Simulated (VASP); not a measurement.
# Fe2ReO4 (Fd-3m) in VASP: single point with PBEsol

Aim: the single point of Fe2ReO4 with PBEsol.

Program: VASP 6.6.1. These are calculated values, not measurements. Logs are shortened: lines on timing, memory, paths and dates and some standing lists are left out, and cuts for length are marked.

## (1) Starting point

It takes space group Fd-3m (No. 227, cubic). The conventional cell has a = 8.590 Å, b = 8.590 Å, c = 8.590 Å, α = 90.00°, β = 90.00°, γ = 90.00°. O (site symmetry 3m) has 3 Fe at 2.04 Å and 1 Re at 2.07 Å as nearest neighbours. Fe (site symmetry -3m) is surrounded by 6 O at 2.04 Å. Re (site symmetry -43m) is surrounded by 4 O at 2.07 Å.

The cell was built by a generator and needn't be a form met in nature.

## (2) Single point, PBEsol

The input, INCAR:

```
SYSTEM = Fe2ReO4
ALGO = Fast
EDIFF = 1E-6
ENCUT = 520
GGA = PS
ISIF = 2
ISMEAR = -1
LASPH = .True.
LCHARG = .False.
LREAL = .False.
LWAVE = .False.
NBANDS = 60
NELM = 100
PREC = Accurate
SIGMA = 0.0674
```

The input, KPOINTS:

```
k-points
0
Gamma
  7 7 7
  0 0 0
```

The input, POSCAR:

```
Fe2ReO4
1.0
    0.0000000000      4.2952400500      4.2952400500
    4.2952400500      0.0000000000      4.2952400500
    4.2952400500      4.2952400500      0.0000000000
O Fe Re
8 4 2
Direct
    0.2639000000      0.2639000000      0.2639000000
    0.2917000000      0.7361000000      0.7361000000
    0.2639000000      0.2639000000      0.7083000000
    0.7361000000      0.2917000000      0.7361000000
    0.7083000000      0.2639000000      0.2639000000
    0.7361000000      0.7361000000      0.7361000000
    0.2639000000      0.7083000000      0.2639000000
    0.7361000000      0.7361000000      0.2917000000
    0.5000000000      0.5000000000      0.5000000000
    0.0000000000      0.5000000000      0.5000000000
    0.5000000000      0.5000000000      0.0000000000
    0.5000000000      0.0000000000      0.5000000000
    0.1250000000      0.1250000000      0.1250000000
    0.8750000000      0.8750000000      0.8750000000
```

Potentials or basis: VASP PAW PBE potentials, release 64 (O, Fe, Re).

Command:

```bash
$ cat potpaw_PBE.64/O/POTCAR potpaw_PBE.64/Fe/POTCAR potpaw_PBE.64/Re/POTCAR > POTCAR
$ mpirun -np 1 vasp_std > vasp.out
```

OUTCAR:

```text
SYSTEM = Fe2ReO4
   EDIFF = 1E-6
   ENCUT = 520
   GGA = PS
   ISIF = 2
   ISMEAR = -1
   LASPH = .True.
   LREAL = .False.
   NELM = 100
   PREC = Accurate

 ion  position               nearest neighbor table
   1  0.264  0.264  0.264-  10 2.04  11 2.04  12 2.04  13 2.07
   2  0.292  0.736  0.736-  12 2.04  11 2.04   9 2.04  14 2.07
   3  0.264  0.264  0.708-   9 2.04  10 2.04  12 2.04  13 2.07
   4  0.736  0.292  0.736-  10 2.04   9 2.04  11 2.04  14 2.07
   5  0.708  0.264  0.264-  12 2.04  11 2.04   9 2.04  13 2.07
   6  0.736  0.736  0.736-  10 2.04  11 2.04  12 2.04  14 2.07
   7  0.264  0.708  0.264-  10 2.04   9 2.04  11 2.04  13 2.07
   8  0.736  0.736  0.292-   9 2.04  10 2.04  12 2.04  14 2.07
   9  0.500  0.500  0.500-   3 2.04   8 2.04   4 2.04   5 2.04   7 2.04   2 2.04  10 3.04  11 3.04
                            12 3.04  11 3.04  12 3.04  10 3.04
  10  0.000  0.500  0.500-   4 2.04   7 2.04   1 2.04   6 2.04   3 2.04   8 2.04   9 3.04  11 3.04
                            12 3.04   9 3.04  11 3.04  12 3.04
  11  0.500  0.500  0.000-   1 2.04   2 2.04   4 2.04   5 2.04   6 2.04   7 2.04   9 3.04   9 3.04
                            10 3.04  12 3.04  12 3.04  10 3.04
  12  0.500  0.000  0.500-   2 2.04   5 2.04   3 2.04   1 2.04   6 2.04   8 2.04   9 3.04  11 3.04
                             9 3.04  10 3.04  11 3.04  10 3.04
  13  0.125  0.125  0.125-   3 2.07   5 2.07   7 2.07   1 2.07
  14  0.875  0.875  0.875-   2 2.07   4 2.07   8 2.07   6 2.07

  LATTYP: Found a face centered cubic cell.
 ALAT       =     8.5904801000

  Lattice vectors:

 A1 = (   0.0000000000,   4.2952400500,   4.2952400500)
 A2 = (   4.2952400500,   0.0000000000,   4.2952400500)
 A3 = (   4.2952400500,   4.2952400500,   0.0000000000)

Analysis of symmetry for initial positions (statically):
=====================================================================
 Subroutine PRICEL returns:
 Original cell was already a primitive cell.

 Routine SETGRP: Setting up the symmetry group for a
 face centered cubic supercell.

 Subroutine GETGRP returns: Found 48 space group operations
 (whereof 12 operations were pure point group operations)
 out of a pool of 48 trial point group operations.

The static configuration has the point symmetry D_3d.
 The point group associated with its full space group is O_h .

Analysis of symmetry for dynamics (positions and initial velocities):
=====================================================================
 Subroutine PRICEL returns:
 Original cell was already a primitive cell.

 Routine SETGRP: Setting up the symmetry group for a
 face centered cubic supercell.

 Subroutine GETGRP returns: Found 48 space group operations
 (whereof 12 operations were pure point group operations)
 out of a pool of 48 trial point group operations.

The dynamic configuration has the point symmetry D_3d.
 The point group associated with its full space group is O_h .

 Subroutine INISYM returns: Found 48 space group operations
 (whereof 12 operations are pure point group operations),
 and found     1 'primitive' translations

----------------------------------------------------------------------------------------

                                     Primitive cell

  volume of cell :     158.4865

  direct lattice vectors                    reciprocal lattice vectors
     0.000000000  4.295240050  4.295240050    -0.116407929  0.116407929  0.116407929
     4.295240050  0.000000000  4.295240050     0.116407929 -0.116407929  0.116407929
     4.295240050  4.295240050  0.000000000     0.116407929  0.116407929 -0.116407929

  length of vectors
     6.074386732  6.074386732  6.074386732     0.201624448  0.201624448  0.201624448

  position of ions in fractional coordinates (direct lattice)
     0.263900000  0.263900000  0.263900000
     0.291700000  0.736100000  0.736100000
     0.263900000  0.263900000  0.708300000
     0.736100000  0.291700000  0.736100000
     0.708300000  0.263900000  0.263900000
     0.736100000  0.736100000  0.736100000
     0.263900000  0.708300000  0.263900000
     0.736100000  0.736100000  0.291700000
     0.500000000  0.500000000  0.500000000
     0.000000000  0.500000000  0.500000000
     0.500000000  0.500000000  0.000000000
     0.500000000  0.000000000  0.500000000
     0.125000000  0.125000000  0.125000000
     0.875000000  0.875000000  0.875000000

  ion indices of the primitive-cell ions
   primitive index   ion index
                 1           1
                 2           2
                 3           3
                 4           4
                 5           5
                 6           6
                 7           7
                 8           8
                 9           9
                10          10
                11          11
                12          12
                13          13
                14          14

----------------------------------------------------------------------------------------

 KPOINTS: k-points

Automatic generation of k-mesh.
 Grid dimensions read from file:
 generate k-points for:    7    7    7

 Generating k-lattice:

  Cartesian coordinates                     Fractional coordinates (reciprocal lattice)
    -0.016629704  0.016629704  0.016629704     0.142857143  0.000000000  0.000000000
     0.016629704 -0.016629704  0.016629704     0.000000000  0.142857143  0.000000000
     0.016629704  0.016629704 -0.016629704     0.000000000  0.000000000  0.142857143

  Length of vectors
     0.028803493  0.028803493  0.028803493

  Shift w.r.t. Gamma in fractional coordinates (k-lattice)
     0.000000000  0.000000000  0.000000000

 Subroutine IBZKPT returns following result:
 ===========================================

 Found     20 irreducible k-points:

 Following reciprocal coordinates:
            Coordinates               Weight
  0.000000  0.000000  0.000000      1.000000
  0.142857  0.000000  0.000000      8.000000
  0.285714  0.000000  0.000000      8.000000
  0.428571  0.000000  0.000000      8.000000
  0.142857  0.142857  0.000000      6.000000
  0.285714  0.142857  0.000000     24.000000
[... 12 lines left out ...]
 -0.428571  0.428571  0.142857     24.000000
 -0.285714  0.428571  0.142857     24.000000
   k-points           NKPTS =     20   k-points in BZ     NKDIM =     20   number of bands    NBANDS=     60
   number of dos      NEDOS =    301   number of ions     NIONS =     14
   total plane-waves  NPLWV = 110592
   dimension x,y,z NGX =    48 NGY =   48 NGZ =   48
   dimension x,y,z NGXF=    96 NGYF=   96 NGZF=   96
   ions per type =               8   4   2
   NGX,Y,Z   is equivalent  to a cutoff of  13.14, 13.14, 13.14 a.u.
   NGXF,Y,Z  is equivalent  to a cutoff of  26.27, 26.27, 26.27 a.u.
 SYSTEM =  Fe2ReO4
   PREC   = accura    normal or accurate (medium, high low for compatibility)
   ISTART =      0    job   : 0-new  1-cont  2-samecut
   ICHARG =      2    charge: 1-file 2-atom 10-const
   ISPIN  =      1    spin polarized calculation?
   LNONCOLLINEAR =      F non collinear calculations
   LSORBIT =      F    spin-orbit coupling
   LASPH  =      T    aspherical Exc in radial PAW
   ENCUT  =  520.0 eV  38.22 Ry    6.18 a.u.  11.29 11.29 11.29*2*pi/ulx,y,z
   NELM   =    100;   NELMIN=  2; NELMDL= -5     # of ELM steps
   EDIFF  = 0.1E-05   stopping-criterion for ELM
   LREAL  =      F    real-space projection
   EDIFFG = 0.1E-04   stopping-criterion for IOM
   NSW    =      0    number of steps for IOM
   IBRION =     -1    ionic relax: 0-MD 1-quasi-New 2-CG
   NFREE  =      0    steps in history (QN), initial steepest desc. (CG)
   ISIF   =      2    stress and relaxation
   ISYM   =      2    0-nonsym 1-usesym 2-fastsym
   POTIM  = 0.5000    time-step for ionic-motion
   TEBEG  =    0.0;   TEEND  =   0.0 temperature during run
   PSTRESS=    0.0 pullay stress
   NELECT =      94.0000    total number of electrons
   NUPDOWN=      -1.0000    fix difference up-down
   EMIN   =  10.00;   EMAX   =-10.00  energy-range for DOS
   EFERMI =   0.00;   METHOD = LEGACY
   ISMEAR =    -1;   SIGMA  =   0.07  broadening in eV -4-tet -1-fermi 0-gaus
   EFERMI_NEDOS =   21; number of points for ismear=-14 and -15
   IALGO  =     68    algorithm
   IMIX   =      4    mixing-type and parameters
     AMIX     =   0.40;   BMIX     =  1.00
     AMIX_MAG =   1.60;   BMIX_MAG =  1.00
  volume/ion in A,a.u.               =      11.32        76.39
  Fermi-wavevector in a.u.,A,eV,Ry     =   1.375477  2.599275 25.741367  1.891937
  Thomas-Fermi vector in A             =   2.500809
   LORBIT       =      0    0 simple, 1 ext, 2 COOP (PROOUT), +10 PAW based schemes
   GGA     = PS    functional components
   LHFCALC =     F    Hartree Fock is set to
   AEXX    =    0.0000 exact exchange contribution
   IVDW    =     0    specifies the selected vdW correction
   LEPSILON=     F    determine dielectric tensor
   LRPA    =     F    only Hartree local field effects (RPA)
 non-spin polarized calculation
 RMM-DIIS sequential band-by-band and
  energy-cutoff  :      520.00
  volume of cell :      158.49
 maximum number of plane-waves:      4294
 NGX is ok and might be reduce to    48
   NGX = 23   NGY = 23   NGZ = 23

 number of electron      93.9999985 magnetization

 Free energy of the ion-electron system (eV)
  ---------------------------------------------------
  ext. energy  EPLUGINS =         0.00000000
  ---------------------------------------------------
  free energy    TOTEN  =      -112.26084466 eV

  energy without entropy =     -111.93682489  energy(sigma->0) =     -112.09883477

 E-fermi :   4.7374     XC(G=0): -11.8309

 val. band max:        4.7368455802   @ k =   0.4286   0.1429   0.0000
 cond. band min:       4.7379114595   @ k =   0.2857   0.2857   0.0000
 fundamental gap:      0.0010658793
 Fermi energy:         4.7373828478

 k-point     1 :       0.0000    0.0000    0.0000
  band No.  band energies     occupation
      1     -15.8837      2.00000
      2     -14.9025      2.00000
      3     -14.6522      2.00000
      4     -14.6522      2.00000
      5     -14.6522      2.00000
      6     -14.6516      2.00000
[... 51 lines left out ...]
     58       6.6916      0.00000
     59       6.7933      0.00000

 k-point     2 :       0.1429    0.0000    0.0000
  band No.  band energies     occupation
      1     -15.8390      2.00000
      2     -14.9267      2.00000
      3     -14.7075      2.00000
      4     -14.6728      2.00000
      5     -14.6728      2.00000
      6     -14.6315      2.00000
[... 51 lines left out ...]
     58       6.5030      0.00000
     59       6.6127      0.00000

 k-point     3 :       0.2857    0.0000    0.0000
  band No.  band energies     occupation
      1     -15.7159      2.00000
      2     -15.0285      2.00000
      3     -14.7437      2.00000
      4     -14.6897      2.00000
      5     -14.6897      2.00000
      6     -14.6462      2.00000
[... 989 lines left out ...]
      4     -14.8252      2.00000
      5     -14.6728      2.00000
      6     -14.6563      2.00000
[... 51 lines left out ...]
     58       6.4948      0.00000
     59       6.7849      0.00000

 k-point    20 :      -0.2857    0.4286    0.1429
  band No.  band energies     occupation
      1     -15.3581      2.00000
      2     -15.2465      2.00000
      3     -14.9037      2.00000
      4     -14.8198      2.00000
      5     -14.6542      2.00000
      6     -14.6101      2.00000
[... 51 lines left out ...]
     58       6.4517      0.00000
     59       6.6368      0.00000
 [bands above 59 left out]

------------------------ aborting loop because EDIFF is reached ----------------------------------------

  FORCE on cell =-STRESS in cart. coord.  units (eV):
  Direction    XX          YY          ZZ          XY          YZ          ZX
  --------------------------------------------------------------------------------------
  -------------------------------------------------------------------------------------
  Total      -28.1527616    -28.1527616    -28.1527616      0.0000000     -0.0000000      0.0000000
  in kB     -284.6028655   -284.6028655   -284.6028655      0.0000000     -0.0000000      0.0000000
  external PRESSURE =    -284.6028655 kB  Pullay stress =       0.0000000 kB

 VOLUME and BASIS-vectors are now :
 -----------------------------------------------------------------------------
  energy-cutoff  :      520.00
  volume of cell :      158.49
      direct lattice vectors                 reciprocal lattice vectors
     0.000000000  4.295240050  4.295240050    -0.116407929  0.116407929  0.116407929
     4.295240050  0.000000000  4.295240050     0.116407929 -0.116407929  0.116407929
     4.295240050  4.295240050  0.000000000     0.116407929  0.116407929 -0.116407929

 POSITION                                       TOTAL-FORCE (eV/Angst)
 -----------------------------------------------------------------------------------
      2.26703      2.26703      2.26703        -0.455915     -0.455915     -0.455915
      6.32345      4.41465      4.41465         0.455915     -0.455915     -0.455915
      4.17583      4.17583      2.26703         0.455915      0.455915     -0.455915
      4.41465      6.32345      4.41465        -0.455915      0.455915     -0.455915
      2.26703      4.17583      4.17583        -0.455915      0.455915      0.455915
      6.32345      6.32345      6.32345         0.455915      0.455915      0.455915
      4.17583      2.26703      4.17583         0.455915     -0.455915      0.455915
      4.41465      4.41465      6.32345        -0.455915     -0.455915      0.455915
      4.29524      4.29524      4.29524        -0.000000      0.000000      0.000000
      4.29524      2.14762      2.14762        -0.000000      0.000000      0.000000
      2.14762      2.14762      4.29524        -0.000000      0.000000      0.000000
      2.14762      4.29524      2.14762        -0.000000      0.000000      0.000000
      1.07381      1.07381      1.07381        -0.000000      0.000000      0.000000
      7.51667      7.51667      7.51667        -0.000000      0.000000      0.000000
 -----------------------------------------------------------------------------------
    total drift:                               -0.000000     -0.000000      0.000000

  FREE ENERGIE OF THE ION-ELECTRON SYSTEM (eV)
  ---------------------------------------------------
  free  energy   TOTEN  =      -112.2608446566 eV

  energy  without entropy=     -111.9368248922  energy(sigma->0) =     -112.09883477
```

Run time: 11 min. Hardware: 1 thread of AMD EPYC 9R45 (Zen 5), shared host; peak memory 0.39 GiB.

Results:

| Property | Result |
| --- | --- |
| Free energy | -112.2608 eV |
| Pressure | -28.5 GPa |
| Largest force | 0.790 eV/Å |
| Band gap on the k mesh | none (metal or under the smearing width) |

Forces on the atoms (eV/Å):
```
O   -0.456 -0.456 -0.456
O    0.456 -0.456 -0.456
O    0.456  0.456 -0.456
O   -0.456  0.456 -0.456
O   -0.456  0.456  0.456
O    0.456  0.456  0.456
O    0.456 -0.456  0.456
O   -0.456 -0.456  0.456
Fe   0.000  0.000  0.000
Fe   0.000  0.000  0.000
Fe   0.000  0.000  0.000
Fe   0.000  0.000  0.000
Re   0.000  0.000  0.000
Re   0.000  0.000  0.000
```

Levels at points of the mesh, in eV from the Fermi level:
```
           k point  band 43  band 44  band 45  band 46  band 47  band 48  band 49  band 50  band 51  band 52
(0.00, 0.00, 0.00)    -0.19    -0.19    -0.19    -0.19    -0.11    -0.11    -0.11    -0.07    -0.07     0.68
```

Caveat: a pressure of tens of GPa on the cell as given is suspect, and the run, the potentials or the cell itself is likely at fault; the PAW data sets were made with another functional, which shifts forces and pressure a little; the run has no spin polarisation, though such a crystal can be magnetic; semilocal functionals often make such compounds metallic where correlation or magnetic order opens a gap, which also shifts bond lengths. With open d or f shells a metallic result of PBEsol can be an artefact of self-interaction; +U or a hybrid may open a gap.
